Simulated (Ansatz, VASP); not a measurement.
# ZnSiCO in two plane-wave programs, part 2 of 3

Wanted: the spread between two codes on one cell, functional and k mesh. The cell is generated by rule, not measured, and may not be a known phase. Of the first pair: The two relaxations start from unlike cells of this crystal (the structure described is Ansatz's start), so only their ends are compared.

VASP 6.6.1 and Ansatz 0.2.0.

So far: Set-up; Ansatz: relaxation of cell and atoms, PBEsol, pair 1.

### Step 3. VASP: relaxation of cell and atoms, PBEsol, pair 1

Level of this step: PBEsol; plane waves and PAW (C, O, Si, Zn); invented cell (VASP).

Its own start cell and the same functional, mesh and smearing now go to VASP, with its own data sets.

Lines of VASP's logs that name or quote its potential files are left out, and so is its time.

INCAR

```
SYSTEM = ZnSiCO
PREC = Accurate
ENCUT = 600
EDIFF = 1E-07
NELM = 120
ISMEAR = 0
SIGMA = 0.1
LREAL = .FALSE.
ALGO = Normal
GGA = PS
NBANDS = 34
LORBIT = 11
LWAVE = .FALSE.
LCHARG = .FALSE.
ISIF = 3
IBRION = 2
NSW = 80
EDIFFG = -0.005
LASPH = .TRUE.
GGA_COMPAT = .FALSE.
NELMIN = 4
KPAR = 2
```

POSCAR

```
ZnSiCO
1.0
    3.1921677879      0.0000000000      0.0000000000
   -1.5960838940      2.7644979844      0.0000000000
    0.0000000000      0.0000000000     10.5115998759
C O Si Zn
2 2 2 2
Direct
    0.3333332725      0.6666665451      0.6849641394
    0.6666667275      0.3333334549      0.9247539557
    0.3333332725      0.6666665451      0.1950280352
    0.6666667275      0.3333334549      0.4573017541
    0.3333332725      0.6666665451      0.5110071398
    0.6666667275      0.3333334549      0.7511332943
    0.3333332725      0.6666665451      0.9895694688
    0.6666667275      0.3333334549      0.2362422128
```

KPOINTS

```
Automatic mesh
0
Gamma
9 9 2
0 0 0
```

PAW data sets: C, O, Si and Zn (PBE family, release 64).

Run with:

```console
> mpirun -np 2 vasp_std
```

Numbers of over 12 decimals in the logs are rounded to 6 here.

The program printed:

```text
[banner, memory and clock lines left out]
running    2 mpi-ranks, on    1 nodes
 distrk:  each k-point on    1 cores,    2 groups
 distr:  one band on    1 cores,    1 groups

 POSCAR found type information on POSCAR C O SiZn
 POSCAR found :  4 types and       8 ions
|                                                                             |
|               ----> ADVICE to this user running VASP <----                  |
|                                                                             |
|     You enforced a specific xc type in the INCAR file but a different       |
|     [... a line on the potential file left out ...]
|     I HOPE YOU KNOW WHAT YOU ARE DOING!                                     |
|                                                                             |

 LDA part: xc-table for (Slater+PW92), standard interpolation
 POSCAR, INCAR and KPOINTS ok, starting setup
 FFT: planning ... GRIDC
 FFT: planning ... GRID_SOFT
 FFT: planning ... GRID
 WAVECAR not read
 entering main loop
       N       E                     dE             d eps       ncg     rms          rms(c)
DAV:   1     0.462063562620E+03    0.46206E+03   -0.26739E+04  1632   0.202E+03
DAV:   2     0.113186800387E+02   -0.45074E+03   -0.42807E+03  1682   0.454E+02
DAV:   3    -0.518911268557E+02   -0.63210E+02   -0.62014E+02  1944   0.161E+02
DAV:   4    -0.546014796338E+02   -0.27104E+01   -0.26961E+01  1958   0.338E+01
DAV:   5    -0.546526094331E+02   -0.51130E-01   -0.51067E-01  2016   0.492E+00    0.190E+01
DAV:   6    -0.479130985901E+02    0.67395E+01   -0.44005E+01  2864   0.682E+01    0.975E+00
DAV:   7    -0.473916837032E+02    0.52141E+00   -0.16196E+01  2388   0.356E+01    0.809E+00
DAV:   8    -0.470940658407E+02    0.29762E+00   -0.20537E+00  2504   0.236E+01    0.382E+00
DAV:   9    -0.470922684496E+02    0.17974E-02   -0.53699E-01  2408   0.640E+00    0.124E+00
DAV:  10    -0.470927019063E+02   -0.43346E-03   -0.42313E-01  2548   0.473E+00    0.906E-01
DAV:  11    -0.470773254419E+02    0.15376E-01   -0.15801E-01  2588   0.352E+00    0.531E-01
DAV:  12    -0.470738451920E+02    0.34802E-02   -0.57181E-02  2396   0.180E+00    0.269E-01
DAV:  13    -0.470726037055E+02    0.12415E-02   -0.64386E-03  2530   0.949E-01    0.719E-02
DAV:  14    -0.470726246998E+02   -0.20994E-04   -0.64787E-04  2044   0.238E-01    0.381E-02
DAV:  15    -0.470726240210E+02    0.67886E-06   -0.14798E-04  2036   0.742E-02    0.236E-02
DAV:  16    -0.470726144581E+02    0.95629E-05   -0.41646E-05  2690   0.651E-02    0.440E-03
DAV:  17    -0.470726147841E+02   -0.32604E-06   -0.38389E-06  1938   0.173E-02    0.184E-03
DAV:  18    -0.470726147742E+02    0.99053E-08   -0.52868E-07  1904   0.987E-03
   1 F= -.47072615E+02 E0= -.47062378E+02  d E =-.470726E+02
 curvature:   0.00 expect dE= 0.000E+00 dE for cont linesearch  0.000E+00
 trial: gam= 0.00000 g(F)=  0.252E-05 g(S)=  0.290E-04 ort = 0.000E+00 (trialstep = 0.100E+01)
 search vector abs. value=  0.315E-04
 bond charge predicted
       N       E                     dE             d eps       ncg     rms          rms(c)
DAV:   1    -0.470728303138E+02   -0.21553E-03   -0.36050E-03  1936   0.932E-01    0.110E-01
DAV:   2    -0.470726403168E+02    0.19000E-03   -0.93388E-04  2100   0.646E-01    0.421E-02
DAV:   3    -0.470726334030E+02    0.69139E-05   -0.11125E-04  2440   0.189E-01    0.307E-02
DAV:   4    -0.470726250327E+02    0.83702E-05   -0.94240E-05  2650   0.101E-01    0.239E-02
DAV:   5    -0.470726167659E+02    0.82668E-05   -0.21275E-05  2484   0.310E-02    0.538E-03
DAV:   6    -0.470726165594E+02    0.20658E-06   -0.24094E-06  1982   0.119E-02    0.212E-03
DAV:   7    -0.470726165048E+02    0.54532E-07   -0.43706E-07  1956   0.643E-03
   2 F= -.47072617E+02 E0= -.47062417E+02  d E =-.173063E-05
 trial-energy change:   -0.000002  1 .order   -0.000003   -0.000031    0.000026
 step:   0.5200(harm=  0.5510)  dis= 0.00011  next Energy=   -47.072623 (dE=-0.802E-05)
 bond charge predicted
       N       E                     dE             d eps       ncg     rms          rms(c)
DAV:   1    -0.470726719441E+02   -0.55385E-04   -0.82841E-04  1932   0.450E-01    0.527E-02
DAV:   2    -0.470726276416E+02    0.44302E-04   -0.21375E-04  2092   0.307E-01    0.196E-02
DAV:   3    -0.470726244232E+02    0.32184E-05   -0.16070E-05  2342   0.756E-02    0.119E-02
DAV:   4    -0.470726244955E+02   -0.72278E-07   -0.16345E-05  2776   0.452E-02    0.127E-02
DAV:   5    -0.470726219433E+02    0.25522E-05   -0.77672E-06  2568   0.201E-02    0.253E-03
DAV:   6    -0.470726218140E+02    0.12935E-06   -0.62429E-07  1902   0.627E-03    0.104E-03
DAV:   7    -0.470726218131E+02    0.85765E-09   -0.83116E-08  1006   0.308E-03
   3 F= -.47072622E+02 E0= -.47062406E+02  d E =-.703892E-05
 curvature:  -0.27 expect dE=-0.591E-06 dE for cont linesearch -0.127E-08
 trial: gam= 0.05635 g(F)=  0.146E-05 g(S)=  0.697E-06 ort = 0.382E-06 (trialstep = 0.904E+00)
 search vector abs. value=  0.230E-05
 reached required accuracy - stopping structural energy minimisation
```

From OUTCAR (step 3):

```text
ion  position               nearest neighbor table
   1  0.333  0.667  0.685-   5 1.83   6 1.97   6 1.97   6 1.97
   2  0.667  0.333  0.925-   6 1.83   7 1.96   7 1.96   7 1.96
   3  0.333  0.667  0.195-   8 1.89   8 1.89   8 1.89   7 2.16
   4  0.667  0.333  0.457-   5 1.93   5 1.93   5 1.93   8 2.32
   5  0.333  0.667  0.511-   1 1.83   4 1.93   4 1.93   4 1.93   6 3.13   6 3.13   6 3.13
   6  0.667  0.333  0.751-   2 1.83   1 1.97   1 1.97   1 1.97   5 3.13   5 3.13   5 3.13
   7  0.333  0.667  0.990-   2 1.96   2 1.96   2 1.96   3 2.16
   8  0.667  0.333  0.236-   3 1.89   3 1.89   3 1.89   4 2.32

  LATTYP: Found a hexagonal cell.
 ALAT       =     3.1921677879
 C/A-ratio  =     3.2929346370

 Subroutine GETGRP returns: Found  6 space group operations
 (whereof  6 operations were pure point group operations)

The static configuration has the point symmetry C_3v.

 Found     24 irreducible k-points:

   k-points           NKPTS =     24   k-points in BZ     NKDIM =     24   number of bands    NBANDS=     34

   dimension x,y,z NGX =    28 NGY =   28 NGZ =   84
   dimension x,y,z NGXF=    56 NGYF=   56 NGZF=  168

   ENCUT  =  600.0 eV  44.10 Ry    6.64 a.u.   6.38  6.38 20.99*2*pi/ulx,y,z

   NELECT =      52.0000    total number of electrons

 k-points in reciprocal lattice and weights: Automatic mesh
   0.00000000  0.00000000  0.00000000       0.006
   0.11111111 -0.00000000  0.00000000       0.037
   0.22222222  0.00000000  0.00000000       0.037
   0.33333333 -0.00000000  0.00000000       0.037
   0.44444444  0.00000000  0.00000000       0.037
   0.11111111  0.11111111  0.00000000       0.037
   0.22222222  0.11111111  0.00000000       0.074
   0.33333333  0.11111111  0.00000000       0.074
   0.44444444  0.11111111  0.00000000       0.037
[...]
0.33333333  0.22222222  0.50000000       0.074
   0.33333333  0.33333333  0.50000000       0.012

 average (electrostatic) potential at core
       1 -48.9927       2 -48.2758       3 -70.5654       4 -72.8151       5 -85.5708
       6 -83.7027       7 -32.8208       8 -33.2585

 E-fermi :   5.7880

 k-point     1 :       0.0000    0.0000    0.0000
  band No.  band energies     occupation
    ...
     21       3.5677      2.00000
     22       3.5677      2.00000
     23       3.7225      2.00000
     24       3.7225      2.00000
     25       3.8155      2.00000
     26       6.6768      0.00000
     27       7.2230      0.00000
     28       7.2230      0.00000
     29       9.2859      0.00000
     30      10.1797      0.00000
    ...

 k-point     2 :       0.1111   -0.0000    0.0000
  band No.  band energies     occupation
    ...
     21       3.0000      2.00000
     22       3.3856      2.00000
     23       3.4870      2.00000
     24       3.4950      2.00000
     25       4.2092      2.00000
     26       6.5156      0.00000
     27       7.0308      0.00000
     28       7.1586      0.00000
     29       9.3020      0.00000
     30       9.9411      0.00000
    ...

 k-point     3 :       0.2222    0.0000    0.0000
  band No.  band energies     occupation
    ...
     22       2.9208      2.00000
     23       2.9804      2.00000
     24       3.2700      2.00000
     25       4.7192      2.00000
     26       5.5129      1.99990
     27       6.5388      0.00000
     28       7.7868      0.00000
     29       8.3957      0.00000
     30       9.4941      0.00000
     31      10.5081      0.00000
    ...

  Total        0.0063070      0.0063070     -0.0059970     -0.0000000      0.0000000     -0.0000000
  in kB        0.1089738      0.1089738     -0.1036162     -0.0000000      0.0000000     -0.0000000
  external PRESSURE =       0.0381105 kB  Pullay stress =       0.0000000 kB

  energy-cutoff  :      600.00
  volume of cell :       92.73
      direct lattice vectors                 reciprocal lattice vectors
     3.191861738  0.000000000  0.000000000     0.313296779  0.180882006 -0.000000000
    -1.595930869  2.764232937  0.000000000    -0.000000000  0.361764013  0.000000000
     0.000000000 -0.000000000 10.509814877     0.000000000  0.000000000  0.095149155

 POSITION                                       TOTAL-FORCE (eV/Angst)
 -----------------------------------------------------------------------------------
     -0.00000      1.84282      7.19881         0.000000      0.000000      0.001926
      1.59593      0.92141      9.71905         0.000000     -0.000000      0.003538
     -0.00000      1.84282      2.04972         0.000000      0.000000      0.000553
      1.59593      0.92141      4.80618        -0.000000     -0.000000     -0.000616
     -0.00000      1.84282      5.37070        -0.000000     -0.000000     -0.001395
      1.59593      0.92141      7.89426         0.000000     -0.000000      0.000179
     -0.00000      1.84282     10.40014        -0.000000     -0.000000     -0.000952
      1.59593      0.92141      2.48275        -0.000000      0.000000     -0.003232
 -----------------------------------------------------------------------------------
    total drift:                                0.000000     -0.000017     -0.000546

  FREE ENERGIE OF THE ION-ELECTRON SYSTEM (eV)
  ---------------------------------------------------
  free  energy   TOTEN  =       -47.0726218131 eV

  energy  without entropy=      -47.0521904225  energy(sigma->0) =      -47.06240612

 reached required accuracy - stopping structural energy minimisation

 total charge
# of ion       s       p       d       tot
------------------------------------------
    1        0.834   1.622   0.000   2.456
    2        0.871   1.506   0.000   2.376
    3        1.544   3.463   0.000   5.008
    4        1.611   3.377   0.000   4.988
    5        0.760   0.760   0.000   1.520
    6        0.713   0.907   0.000   1.620
    7        0.624   0.625   9.787  11.036
    8        0.491   0.519   9.909  10.919
--------------------------------------------------
tot          7.446  12.780  19.696  39.922

[... 3 further parts left out ...]
```

CONTCAR:

```
ZnSiCO
   1.00000000000000
     3.1918617378937215    0.0000000000000055    0.0000000000000000
    -1.5959308689968512    2.7642329374385399    0.0000000000000000
     0.0000000000000000   -0.0000000000000000   10.5098148771247040
  C               O               Si              Zn
     2     2     2     2
Direct
     0.3333332724999991    0.6666665451000000    0.6849608207106644
     0.6666667275000009    0.3333334549000000    0.9247598236034564
     0.3333332724999991    0.6666665451000000    0.1950292626857894
     0.6666667275000009    0.3333334549000000    0.4573041394792078
     0.3333332724999991    0.6666665451000000    0.5110176252739888
     0.6666667275000009    0.3333334549000000    0.7511320729182351
     0.3333332724999991    0.6666665451000000    0.9895644118288975
     0.6666667275000009    0.3333334549000000    0.2362318435997552
```

The run keeps the 6 symmetry operations of its start, so it cannot find a distortion of lower symmetry.

### Step 4. Side by side

Known differences besides the potentials themselves: the cutoff is 420 eV in Ansatz and 600 eV in VASP; Ansatz makes its cores anew for this functional, VASP keeps those of its PBE data sets; Ansatz adds a Pulay correction to the stress that steers its cell, VASP none. Total energies have different zeros and are not compared.

Compared:

| quantity | Ansatz | VASP | difference |
| --- | --- | --- | --- |
| volume (Å³) | 92.44 | 92.73 | -0.31 % |
| edge a after relaxation, in the typed setting (Å) | 3.190 | 3.192 | -0.06 % |
| edge c after relaxation, in the typed setting (Å) | 10.490 | 10.510 | -0.19 % |

### Step 5. Ansatz: relaxation of cell and atoms, PBEsol, pair 2

The relaxed volume is the usual yardstick between codes: in a stiff, nearly cubic crystal its relative difference is about their pressure difference at one cell divided by the bulk modulus. Its start cell is another than that of the pair before, and may be another structure of the material.

The cell is taken from a series of runs on this material, whose earlier steps may have relaxed, scaled, displaced or heated it; both programs get it as it stands.

input.yaml

```yaml
crystal:
  lattice:
    - [3.1835187435, 0.0, 0.0]
    - [-1.5917593718, 2.7570081053, 0.0]
    - [0.0, 0.0, 10.517785716]
  atoms:
    - { symbol: C, position: [0.3333333333, 0.6666666667, 0.6847112775] }
    - { symbol: C, position: [0.6666666667, 0.3333333333, 0.9244664041] }
    - { symbol: O, position: [0.3333333333, 0.6666666667, 0.1941195654] }
    - { symbol: O, position: [0.6666666667, 0.3333333333, 0.4575608325] }
    - { symbol: Si, position: [0.3333333333, 0.6666666667, 0.5106671131] }
    - { symbol: Si, position: [0.6666666667, 0.3333333333, 0.7505621615] }
    - { symbol: Zn, position: [0.3333333333, 0.6666666667, -0.0096792924] }
    - { symbol: Zn, position: [0.6666666667, 0.3333333333, 0.2375919383] }
kpoints:
  mp_grid: { grid: [12, 12, 4] }
hamiltonian:
  xc: pbesol
scf:
  occupations: { method: methfessel_paxton, width: 0.2 }
output:
  forces: true
  stress: true
  eigenvalues: true
relax:
  adjacent_minimum: "off"
  f_tol: 0.001
  max_steps: 60
  cell: { stress_tol: 0.01 }
```

Run with:

```console
> ansatz run input.yaml --threads 8 --pin off --max-ram 14336MiB --backend cpu --events-out ev --progress --plain --runs-dir out
```

The program printed:

```text
[...]
Crystal: 8 atoms, lattice volume = 92.314 Å³
Basis set: ecut = 420 eV, 1799 PW (Γ), exchange–correlation on 48×48×144 points (8 copies of the dense FFT grid, shifted against one another)
Bands: 34, of which v1, the nominal top of the filled ones, is band 26 counted from 1 (25 counted from 0)
Symmetry: 6 space group operations
[...]
k-points: 69 of 576 (time reversal used)
[...]
atoms:
    - { symbol: C, position: [0.333333, 0.666667, 0.684731] }
    - { symbol: C, position: [0.666667, 0.333333, 0.924445] }
    - { symbol: O, position: [0.333333, 0.666667, 0.194122] }
    - { symbol: O, position: [0.666667, 0.333333, 0.457575] }
    - { symbol: Si, position: [0.333333, 0.666667, 0.510725] }
    - { symbol: Si, position: [0.666667, 0.333333, 0.750591] }
    - { symbol: Zn, position: [0.333333, 0.666667, -0.00971513] }
    - { symbol: Zn, position: [0.666667, 0.333333, 0.237526] }
[key lines of the parts left out:]
SCF converged after 9 iterations
Free energy (F): -9417.509207 eV
Fermi energy:    9.531310 eV
P = ⅓ Tr σ = 0.0004 GPa (0.004 kbar)
```

### Step 6. VASP: relaxation of cell and atoms, PBEsol, pair 2

The same cell, functional, mesh and smearing now go to VASP, with its own data sets.

INCAR: that of step 3 with these lines changed.

```diff
@@ -5,4 +5,4 @@
 NELM = 120
-ISMEAR = 0
-SIGMA = 0.1
+ISMEAR = 1
+SIGMA = 0.2
 LREAL = .FALSE.
```

POSCAR

```
ZnSiCO
1.0
    3.1835190000      0.0000000000      0.0000000000
   -1.5917590000      2.7570080000      0.0000000000
    0.0000000000      0.0000000000     10.5177860000
C O Si Zn
2 2 2 2
Direct
    0.3333331682      0.6666665458      0.6847112120
    0.6666665177      0.3333334542      0.9244664229
    0.3333331682      0.6666665458      0.1941195609
    0.6666665177      0.3333334542      0.4575608403
    0.3333331682      0.6666665458      0.5106670738
    0.6666665177      0.3333334542      0.7505621430
    0.3333331682      0.6666665458      0.9903206816
    0.6666665177      0.3333334542      0.2375919229
```

KPOINTS

```
Automatic mesh
0
Gamma
12 12 4
0 0 0
```

Run with:

```console
> mpirun -np 2 vasp_std
```

The program printed:

```text
[banner, memory and clock lines left out]
running    2 mpi-ranks, on    1 nodes
[...]
[... a notice as in an earlier step ...]

 LDA part: xc-table for (Slater+PW92), standard interpolation
 POSCAR, INCAR and KPOINTS ok, starting setup
[...]
entering main loop
       N       E                     dE             d eps       ncg     rms          rms(c)
DAV:   1     0.461780516673E+03    0.46178E+03   -0.26672E+04  4692   0.204E+03
DAV:   2     0.123573860347E+02   -0.44942E+03   -0.42729E+03  4802   0.456E+02
DAV:   3    -0.518063604447E+02   -0.64164E+02   -0.62898E+02  5556   0.162E+02
DAV:   4    -0.546062763124E+02   -0.27999E+01   -0.27843E+01  5810   0.343E+01
[...]
DAV:  17    -0.470865044395E+02    0.14666E-06   -0.57293E-06  6850   0.276E-02    0.205E-03
DAV:  18    -0.470865044622E+02   -0.22666E-07   -0.10455E-06  5638   0.884E-03    0.130E-03
DAV:  19    -0.470865044384E+02    0.23741E-07   -0.85219E-08  2734   0.383E-03
   1 F= -.47086504E+02 E0= -.47084248E+02  d E =-.470865E+02
[... from here on, the cycles between the ionic steps are left out ...]
   2 F= -.47086912E+02 E0= -.47084655E+02  d E =-.407214E-03
   5 F= -.47087189E+02 E0= -.47084936E+02  d E =-.559852E-04
   6 F= -.47087223E+02 E0= -.47084975E+02  d E =-.898316E-04
   7 F= -.47087252E+02 E0= -.47085015E+02  d E =-.290984E-04
   8 F= -.47087310E+02 E0= -.47085105E+02  d E =-.876511E-04
   9 F= -.47087297E+02 E0= -.47085157E+02  d E =-.740238E-04
  10 F= -.47087326E+02 E0= -.47085149E+02  d E =-.103209E-03
  11 F= -.47087365E+02 E0= -.47085195E+02  d E =-.390089E-04
  12 F= -.47087383E+02 E0= -.47085222E+02  d E =-.572694E-04
  13 F= -.47087388E+02 E0= -.47085227E+02  d E =-.525855E-05
  14 F= -.47087391E+02 E0= -.47085230E+02  d E =-.784764E-05
  15 F= -.47087393E+02 E0= -.47085233E+02  d E =-.218382E-05
 trial-energy change:   -0.000002  1 .order   -0.000002   -0.000004   -0.000000
 step:   0.7396(harm=  0.7396)  dis= 0.00027  next Energy=   -47.087393 (dE=-0.216E-05)
 reached required accuracy - stopping structural energy minimisation
```

From OUTCAR (step 6):

```text
  Total        0.0026261      0.0026261     -0.0018205      0.0000000      0.0000000     -0.0000000
  in kB        0.0454686      0.0454686     -0.0315195      0.0000000      0.0000000     -0.0000000
  external PRESSURE =       0.0198059 kB  Pullay stress =       0.0000000 kB

 POSITION                                       TOTAL-FORCE (eV/Angst)
 -----------------------------------------------------------------------------------
      0.00000      1.83917      7.20826         0.000000      0.000000     -0.000949
      1.59277      0.91959      9.73014        -0.000000      0.000000     -0.000179
      0.00000      1.83917      2.03919         0.000000      0.000000      0.001301
      1.59277      0.91959      4.81511        -0.000000     -0.000000      0.000590
      0.00000      1.83917      5.37545        -0.000000     -0.000000     -0.002014
      1.59277      0.91959      7.89993         0.000000     -0.000000      0.000554
      0.00000      1.83917     10.43261        -0.000000     -0.000000     -0.000896
      1.59277      0.91959      2.51534         0.000000     -0.000000      0.001594
 -----------------------------------------------------------------------------------
    total drift:                                0.001561     -0.000015     -0.001508

  FREE ENERGIE OF THE ION-ELECTRON SYSTEM (eV)
  ---------------------------------------------------
  free  energy   TOTEN  =       -47.0873931099 eV

  energy  without entropy=      -47.0809141131  energy(sigma->0) =      -47.08523344

[... 1 part as in an earlier step ...]

[... 3 further parts left out ...]
[key lines of the parts left out:]
E-fermi :   5.7757
```

### Step 7. Side by side

Compared:

| quantity | Ansatz | VASP | difference |
| --- | --- | --- | --- |
| volume (Å³) | 92.33 | 92.54 | -0.23 % |
| edge a after relaxation, in the typed setting (Å) | 3.183 | 3.186 | -0.06 % |
| edge c after relaxation, in the typed setting (Å) | 10.519 | 10.530 | -0.10 % |

(Continued in part 3 of 3.)

[Lines on the potential files, build, host, timing and source positions are cut from VASP's logs without a mark.]

[Logs are printed without paths, hosts, clocks, repeated set-up lines and the standing remarks that a program may print on its own settings, such as how far it seeks lower states.]

[Hosts, paths, dates, database ids (printed as entryN), source tags and the programs' standing remarks are cut or masked in the printed files.]
